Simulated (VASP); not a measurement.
# SrTlB6 (P4/mmm) in VASP: a series of runs

One crystal, SrTlB6, is run at these levels: PBE; tasks: single point.

Everything below comes from runs of VASP 6.6.1. Logs are shortened: lines on timing, memory, paths and dates and some standing lists are left out, and cuts for length are marked.

### 1 Starting point

It takes space group P4/mmm (No. 123, tetragonal). Conventional cell: a = 4.406 Å, b = 4.406 Å, c = 6.106 Å, α = 90.00°, β = 90.00°, γ = 90.00°. Sr (site symmetry 4/mmm) is surrounded by 2 Tl at 3.05 Å and 12 B at 3.12 to 3.13 Å. Around Tl (site symmetry 4/mmm) lie 8 B at 2.36 Å. B (site symmetry 4/mmm) is surrounded by 8 B at 2.36 Å. Around B (site symmetry 4/mmm) lie 10 B at 3.05 to 3.13 Å and 4 Sr at 3.12 Å. B (site symmetry 2mm) is surrounded by 1 B at 1.67 Å.

The cell was built by a generator and needn't be a form met in nature.

### 2 Single point, PBE (species swapped into the LaEuPd6 type (P4/mmm, No. 123))

Input file INCAR:

```
PREC = Accurate
ENCUT = 520
EDIFF = 1E-6
ISMEAR = 0
SIGMA = 0.1
LREAL = False
LASPH = True
NELM = 100
ALGO = Fast
ISIF = 2
LWAVE = False
LCHARG = True
GGA = PE
LELF = True
LVHAR = True
NBANDS = 30
```

Input file KPOINTS:

```
Automatic mesh
0
Gamma
  10 10 6
```

Input file POSCAR:

```
SrTlB6
1.0
    4.3917796704      0.0000000000      0.0000000000
    0.0000000000      4.3917796704      0.0000000000
    0.0000000000      0.0000000000      6.1226551794
Sr Tl B
1 1 6
Direct
    0.0000000000      0.0000000000      0.5000000000
    0.0000000000      0.0000000000      0.0000000000
    0.5000000000      0.5000000000      0.0000000000
    0.5000000000      0.5000000000      0.5000000000
    0.5000000000      0.0000000000      0.1366698312
    0.5000000000      0.0000000000      0.8633301688
    0.0000000000      0.5000000000      0.1366698312
    0.0000000000      0.5000000000      0.8633301688
```

Potentials or basis: VASP PAW PBE potentials, release 64 (Sr_sv, Tl_d, B).

Started as:

```sh
cat potpaw_PBE.64/Sr_sv/POTCAR potpaw_PBE.64/Tl_d/POTCAR potpaw_PBE.64/B/POTCAR > POTCAR
mpirun -np 1 vasp_std > vasp.out
```

OUTCAR:

```text
PREC = Accurate
   ENCUT = 520
   EDIFF = 1E-6
   ISMEAR = 0
   LREAL = False
   LASPH = True
   NELM = 100
   ISIF = 2
   GGA = PE

 ion  position               nearest neighbor table
   1  0.000  0.000  0.500-   2 3.06   2 3.06   4 3.11   4 3.11   4 3.11   4 3.11   5 3.13   6 3.13
                             7 3.13   8 3.13   7 3.13   5 3.13   6 3.13   8 3.13
   2  0.000  0.000  0.000-   5 2.35   6 2.35   7 2.35   8 2.35   7 2.35   8 2.35   5 2.35   6 2.35
                             1 3.06   1 3.06   3 3.11   3 3.11   3 3.11   3 3.11
   3  0.500  0.500  0.000-   2 3.11   2 3.11   2 3.11   2 3.11
   4  0.500  0.500  0.500-   1 3.11   1 3.11   1 3.11   1 3.11
   5  0.500  0.000  0.137-   6 1.67   2 2.35   2 2.35   1 3.13   1 3.13
   6  0.500  0.000  0.863-   5 1.67   2 2.35   2 2.35   1 3.13   1 3.13
   7  0.000  0.500  0.137-   8 1.67   2 2.35   2 2.35   1 3.13   1 3.13
   8  0.000  0.500  0.863-   7 1.67   2 2.35   2 2.35   1 3.13   1 3.13

  LATTYP: Found a simple tetragonal cell.
 ALAT       =     4.3917796704
 C/A-ratio  =     1.3941171094

  Lattice vectors:

 A1 = (   4.3917796704,   0.0000000000,   0.0000000000)
 A2 = (   0.0000000000,   4.3917796704,   0.0000000000)
 A3 = (   0.0000000000,   0.0000000000,   6.1226551794)

Analysis of symmetry for initial positions (statically):
=====================================================================
 Subroutine PRICEL returns:
 Original cell was already a primitive cell.

 Routine SETGRP: Setting up the symmetry group for a
 simple tetragonal supercell.

 Subroutine GETGRP returns: Found 16 space group operations
 (whereof 16 operations were pure point group operations)
 out of a pool of 16 trial point group operations.

The static configuration has the point symmetry D_4h.

Analysis of symmetry for dynamics (positions and initial velocities):
=====================================================================
 Subroutine PRICEL returns:
 Original cell was already a primitive cell.

 Routine SETGRP: Setting up the symmetry group for a
 simple tetragonal supercell.

 Subroutine GETGRP returns: Found 16 space group operations
 (whereof 16 operations were pure point group operations)
 out of a pool of 16 trial point group operations.

The dynamic configuration has the point symmetry D_4h.

 Subroutine INISYM returns: Found 16 space group operations
 (whereof 16 operations are pure point group operations),
 and found     1 'primitive' translations

----------------------------------------------------------------------------------------

                                     Primitive cell

  volume of cell :     118.0921

  direct lattice vectors                    reciprocal lattice vectors
     4.391779670  0.000000000  0.000000000     0.227698126  0.000000000  0.000000000
     0.000000000  4.391779670  0.000000000     0.000000000  0.227698126  0.000000000
     0.000000000  0.000000000  6.122655179     0.000000000  0.000000000  0.163327833

  length of vectors
     4.391779670  4.391779670  6.122655179     0.227698126  0.227698126  0.163327833

  position of ions in fractional coordinates (direct lattice)
     0.000000000  0.000000000  0.500000000
     0.000000000  0.000000000  0.000000000
     0.500000000  0.500000000  0.000000000
     0.500000000  0.500000000  0.500000000
     0.500000000  0.000000000  0.136669831
     0.500000000  0.000000000  0.863330169
     0.000000000  0.500000000  0.136669831
     0.000000000  0.500000000  0.863330169

  ion indices of the primitive-cell ions
   primitive index   ion index
                 1           1
                 2           2
                 3           3
                 4           4
                 5           5
                 6           6
                 7           7
                 8           8

----------------------------------------------------------------------------------------

 KPOINTS: Automatic mesh

Automatic generation of k-mesh.
 Grid dimensions read from file:
 generate k-points for:   10   10    6

 Generating k-lattice:

  Cartesian coordinates                     Fractional coordinates (reciprocal lattice)
     0.022769813  0.000000000  0.000000000     0.100000000  0.000000000  0.000000000
     0.000000000  0.022769813  0.000000000     0.000000000  0.100000000  0.000000000
     0.000000000  0.000000000  0.027221305     0.000000000  0.000000000  0.166666667

  Length of vectors
     0.022769813  0.022769813  0.027221305

  Shift w.r.t. Gamma in fractional coordinates (k-lattice)
     0.000000000  0.000000000  0.000000000

 Subroutine IBZKPT returns following result:
 ===========================================

 Found     84 irreducible k-points:

 Following reciprocal coordinates:
            Coordinates               Weight
  0.000000  0.000000  0.000000      1.000000
  0.100000  0.000000  0.000000      4.000000
  0.200000  0.000000  0.000000      4.000000
  0.300000  0.000000  0.000000      4.000000
  0.400000  0.000000  0.000000      4.000000
  0.500000  0.000000  0.000000      2.000000
[... 16 lines left out ...]
  0.100000  0.000000  0.166667      8.000000
  0.200000  0.000000  0.166667      8.000000
 [... further k-points ...]
   k-points           NKPTS =     84   k-points in BZ     NKDIM =     84   number of bands    NBANDS=     30
   number of dos      NEDOS =    301   number of ions     NIONS =      8
   total plane-waves  NPLWV =  62208
   dimension x,y,z NGX =    36 NGY =   36 NGZ =   48
   dimension x,y,z NGXF=    72 NGYF=   72 NGZF=   96
   ions per type =               1   1   6
   NGX,Y,Z   is equivalent  to a cutoff of  13.63, 13.63, 13.03 a.u.
   NGXF,Y,Z  is equivalent  to a cutoff of  27.25, 27.25, 26.07 a.u.
 SYSTEM =  unknown system
   PREC   = accura    normal or accurate (medium, high low for compatibility)
   ISTART =      0    job   : 0-new  1-cont  2-samecut
   ICHARG =      2    charge: 1-file 2-atom 10-const
   ISPIN  =      1    spin polarized calculation?
   LNONCOLLINEAR =      F non collinear calculations
   LSORBIT =      F    spin-orbit coupling
   LASPH  =      T    aspherical Exc in radial PAW
   ENCUT  =  520.0 eV  38.22 Ry    6.18 a.u.   8.17  8.17 11.38*2*pi/ulx,y,z
   NELM   =    100;   NELMIN=  2; NELMDL= -5     # of ELM steps
   EDIFF  = 0.1E-05   stopping-criterion for ELM
[... 8 lines left out ...]
   TEBEG  =    0.0;   TEEND  =   0.0 temperature during run
   PSTRESS=    0.0 pullay stress
   NELECT =      41.0000    total number of electrons
   NUPDOWN=      -1.0000    fix difference up-down
   EMIN   =  10.00;   EMAX   =-10.00  energy-range for DOS
   EFERMI =   0.00;   METHOD = LEGACY
   ISMEAR =     0;   SIGMA  =   0.10  broadening in eV -4-tet -1-fermi 0-gaus
   EFERMI_NEDOS =   21; number of points for ismear=-14 and -15
   IALGO  =     68    algorithm
   IMIX   =      4    mixing-type and parameters
     AMIX     =   0.40;   BMIX     =  1.00
     AMIX_MAG =   1.60;   BMIX_MAG =  1.00
  volume/ion in A,a.u.               =      14.76        99.62
  Fermi-wavevector in a.u.,A,eV,Ry     =   1.150613  2.174343 18.012883  1.323910
  Thomas-Fermi vector in A             =   2.287275
   LORBIT       =      0    0 simple, 1 ext, 2 COOP (PROOUT), +10 PAW based schemes
   GGA     = PE    functional components
   LHFCALC =     F    Hartree Fock is set to
   AEXX    =    0.0000 exact exchange contribution
   IVDW    =     0    specifies the selected vdW correction
   LEPSILON=     F    determine dielectric tensor
   LRPA    =     F    only Hartree local field effects (RPA)
 non-spin polarized calculation
 RMM-DIIS sequential band-by-band and
 Gauss-broadening in eV      SIGMA  =   0.10
  energy-cutoff  :      520.00
  volume of cell :      118.09
 maximum number of plane-waves:      3216
 NGX is ok and might be reduce to    36
   NGX = 17   NGY = 17   NGZ = 23

 number of electron      40.9999998 magnetization

 Free energy of the ion-electron system (eV)
  ---------------------------------------------------
  ext. energy  EPLUGINS =         0.00000000
  ---------------------------------------------------
  free energy    TOTEN  =       -29.11894436 eV

  energy without entropy =      -29.09313681  energy(sigma->0) =      -29.10604059

 E-fermi :   4.0750     XC(G=0): -10.2456

 val. band max:        4.0749754857   @ k =   0.4000   0.3000   0.5000
 cond. band min:       4.0833002963   @ k =   0.4000   0.0000   0.5000
 fundamental gap:      0.0083248106
 Fermi energy:         4.0750180030

 k-point     1 :       0.0000    0.0000    0.0000
  band No.  band energies     occupation
      1     -30.1776      2.00000
      2     -12.4725      2.00000
      3     -12.1796      2.00000
      4     -12.1796      2.00000
      5      -9.3192      2.00000
      6      -9.1788      2.00000
[... 22 lines left out ...]
     29       9.1208      0.00000
     30       9.1209      0.00000

 k-point     2 :       0.1000    0.0000    0.0000
  band No.  band energies     occupation
      1     -30.1773      2.00000
      2     -12.4706      2.00000
      3     -12.1917      2.00000
      4     -12.1782      2.00000
      5      -9.2671      2.00000
      6      -9.1500      2.00000
[... 22 lines left out ...]
     29       8.9415      0.00000
     30       9.0213      0.00000

 k-point     3 :       0.2000    0.0000    0.0000
  band No.  band energies     occupation
      1     -30.1763      2.00000
      2     -12.4658      2.00000
      3     -12.2230      2.00000
      4     -12.1747      2.00000
      5      -9.2077      2.00000
      6      -8.9783      2.00000
[... 22 lines left out ...]
     29       8.4880      0.00000
     30       9.0419      0.00000

 k-point     4 :       0.3000    0.0000    0.0000
  band No.  band energies     occupation
      1     -30.1751      2.00000
      2     -12.4598      2.00000
      3     -12.2611      2.00000
      4     -12.1704      2.00000
      5      -9.1818      2.00000
      6      -8.6684      2.00000
[... 616 lines left out ...]
     29       9.2412      0.00000
     30       9.2414      0.00000

 k-point    23 :       0.1000    0.0000    0.1667
  band No.  band energies     occupation
      1     -30.1770      2.00000
      2     -12.5008      2.00000
      3     -12.1929      2.00000
      4     -12.1795      2.00000
      5      -9.2628      2.00000
      6      -9.1496      2.00000
[... 22 lines left out ...]
     29       8.9472      0.00000
     30       9.0674      0.00000

 k-point    24 :       0.2000    0.0000    0.1667
  band No.  band energies     occupation
      1     -30.1761      2.00000
      2     -12.4954      2.00000
      3     -12.2241      2.00000
      4     -12.1760      2.00000
      5      -9.2059      2.00000
      6      -8.9775      2.00000
[... 22 lines left out ...]
     29       8.6459      0.00000
     30       8.8392      0.00000

 [... further k-points ...]
[... 5 lines left out ...]
  --------------------------------------------------------------------------------------
  -------------------------------------------------------------------------------------
  Total        0.0119341      0.0119341      0.0905769      0.0000000      0.0000000      0.0000000
  in kB        0.1619121      0.1619121      1.2288731      0.0000000      0.0000000      0.0000000
  external PRESSURE =       0.5175658 kB  Pullay stress =       0.0000000 kB

 VOLUME and BASIS-vectors are now :
 -----------------------------------------------------------------------------
  energy-cutoff  :      520.00
  volume of cell :      118.09
      direct lattice vectors                 reciprocal lattice vectors
     4.391779670  0.000000000  0.000000000     0.227698126  0.000000000  0.000000000
     0.000000000  4.391779670  0.000000000     0.000000000  0.227698126  0.000000000
     0.000000000  0.000000000  6.122655179     0.000000000  0.000000000  0.163327833

 POSITION                                       TOTAL-FORCE (eV/Angst)
 -----------------------------------------------------------------------------------
      0.00000      0.00000      3.06133        -0.000000     -0.000000      0.000000
      0.00000      0.00000      0.00000        -0.000000     -0.000000      0.000000
      2.19589      2.19589      0.00000        -0.000000     -0.000000      0.000000
      2.19589      2.19589      3.06133        -0.000000     -0.000000      0.000000
      2.19589      0.00000      0.83678        -0.000000     -0.000000      0.007536
      2.19589      0.00000      5.28587         0.000000     -0.000000     -0.007536
      0.00000      2.19589      0.83678         0.000000      0.000000      0.007536
      0.00000      2.19589      5.28587        -0.000000     -0.000000     -0.007536
 -----------------------------------------------------------------------------------
    total drift:                                0.000000     -0.000000     -0.000000

  FREE ENERGIE OF THE ION-ELECTRON SYSTEM (eV)
  ---------------------------------------------------
  free  energy   TOTEN  =       -29.1189443632 eV

  energy  without entropy=      -29.0931368105  energy(sigma->0) =      -29.10604059
```

It took 4.7 min on 1 thread of Intel Xeon Platinum 8559C (Emerald Rapids), shared host; peak memory 0.44 GiB.

What came out:

| Item | Value |
| --- | --- |
| Free energy | -29.1189 eV |
| Pressure | 0.1 GPa |
| Largest force | 0.008 eV/Å |
| Band gap on the k mesh | none (metal or under the smearing width) |

Forces on the atoms (eV/Å):
```
Sr   0.000  0.000  0.000
Tl   0.000  0.000  0.000
B    0.000  0.000  0.000
B    0.000  0.000  0.000
B    0.000  0.000  0.008
B    0.000  0.000 -0.008
B    0.000  0.000  0.008
B    0.000  0.000 -0.008
```

Spin-orbit coupling is left out, which matters for the levels of Tl.

### 3 Single point, PBE

Input file INCAR:

```
  PREC = Accurate
  ENCUT = 520
  EDIFF = 1E-6
  ISMEAR = 0
  SIGMA = 0.1
  LREAL = False
  LASPH = True
  NELM = 100
  ALGO = Fast
  ISIF = 2
  LWAVE = False
  LCHARG = False
  GGA = PE
  NBANDS = 30
```

Input file KPOINTS:

```
regular mesh
0
Gamma
  8 8 6
```

Input file POSCAR:

```
SrTlB6
1.0
    4.4061536785      0.0000000000      0.0000000000
    0.0000000000      4.4061536785      0.0000000000
    0.0000000000      0.0000000000      6.1063073469
Sr Tl B
1 1 6
Direct
    0.0000000000      0.0000000000      0.5000000000
    0.0000000000      0.0000000000      0.0000000000
    0.5000000000      0.5000000000      0.0000000000
    0.5000000000      0.5000000000      0.5000000000
    0.5000000000      0.0000000000      0.1364428821
    0.5000000000      0.0000000000      0.8635571179
    0.0000000000      0.5000000000      0.1364428821
    0.0000000000      0.5000000000      0.8635571179
```

Potentials or basis: VASP PAW PBE potentials, release 64 (Sr_sv, Tl_d, B).

Started as:

```sh
cat potpaw_PBE.64/Sr_sv/POTCAR potpaw_PBE.64/Tl_d/POTCAR potpaw_PBE.64/B/POTCAR > POTCAR
mpirun -np 1 vasp_std > vasp.out
```

It took 4.1 min on 1 thread of AMD EPYC 7R13 (Zen 3), shared host; peak memory 0.35 GiB.

It converged, with:

```yaml
Free_energy: -29.1901 eV
Pressure: 0.0 GPa
Largest_force: 0.010 eV/Å
Band_gap_on_the_k_mesh: none (metal or under the smearing width)
```

Forces in eV/Å, atoms in the order of the input:
```
Sr   0.000  0.000  0.000
Tl   0.000  0.000  0.000
B    0.000  0.000  0.000
B    0.000  0.000  0.000
B    0.000  0.000  0.010
B    0.000  0.000 -0.010
B    0.000  0.000  0.010
B    0.000  0.000 -0.010
```

Stress tensor (GPa, compression positive):
```
-0.02  0.00  0.00
 0.00 -0.02  0.00
 0.00  0.00  0.14
```

Levels at points of the mesh, in eV from the Fermi level:
```
           k point  band 17  band 18  band 19  band 20  band 21  band 22  band 23  band 24
(0.00, 0.00, 0.00)    -1.27    -0.84    -0.84    -0.41    -0.21     1.24     1.24     1.29
(0.50, 0.00, 0.00)    -3.35    -3.07    -2.35     0.18     0.51     0.94     1.82     2.47
(0.50, 0.50, 0.00)    -2.52    -1.63    -1.63    -1.44     1.71     2.60     2.60     2.87
(0.00, 0.00, 0.50)    -1.96    -1.66    -0.88    -0.88     0.38     0.38     0.86     1.76
(0.50, 0.00, 0.50)    -2.97    -1.89    -1.37    -0.43    -0.15     0.00     1.30     1.92
(0.50, 0.50, 0.50)    -2.53    -0.95    -0.95    -0.52     1.42     1.73     1.77     1.77
```

The run has no spin-orbit coupling, so splittings on Tl are missing.
